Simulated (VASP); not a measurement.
OSZICAR of a VASP run on AuZn (CsCl type):

**OSZICAR**
```
       N       E                     dE             d eps       ncg     rms          rms(c)
DAV:   1     0.126313383497E+03    0.12631E+03   -0.11967E+04  2576   0.202E+03
DAV:   2    -0.204673199018E+01   -0.12836E+03   -0.12433E+03  2667   0.351E+02
DAV:   3    -0.589505559412E+01   -0.38483E+01   -0.38302E+01  2982   0.691E+01
DAV:   4    -0.591849189234E+01   -0.23436E-01   -0.23435E-01  2982   0.470E+00
DAV:   5    -0.591875848408E+01   -0.26659E-03   -0.26659E-03  3038   0.511E-01    0.110E+01
DAV:   6    -0.540909832907E+01    0.50966E+00   -0.16215E+00  2618   0.161E+01    0.664E+00
DAV:   7    -0.537395622850E+01    0.35142E-01   -0.51562E-02  3354   0.441E+00    0.327E+00
DAV:   8    -0.536434484137E+01    0.96114E-02   -0.74918E-03  2914   0.106E+00    0.153E-01
DAV:   9    -0.536436234817E+01   -0.17507E-04   -0.28058E-04  2967   0.248E-01    0.552E-02
DAV:  10    -0.536437175761E+01   -0.94094E-05   -0.18334E-05  3192   0.633E-02    0.174E-02
DAV:  11    -0.536437159063E+01    0.16698E-06   -0.33247E-06  2968   0.262E-02    0.274E-03
DAV:  12    -0.536437158555E+01    0.50791E-08   -0.30025E-08  1610   0.561E-03
   1 F= -.53643716E+01 E0= -.53641992E+01  d E =-.517083E-03
```

Question: Which electronic solver shows in the log?

Answer: It is blocked Davidson (ALGO = Normal, or the opening steps of other solvers). The INCAR had ALGO = Normal.

Question: Can the final energy be trusted as converged?

Answer: The run converged. It stopped with EDIFF = 1E-7, NELM = 100 (AM05 GGA, plane waves, VASP's PBE PAW potentials (set 64)).

The compound is AuZn in the CsCl type structure. This cell is one point of a volume scan, at 0.94 of the reference volume. The electron count is odd and the run is not spin-polarised, which forces a metal.
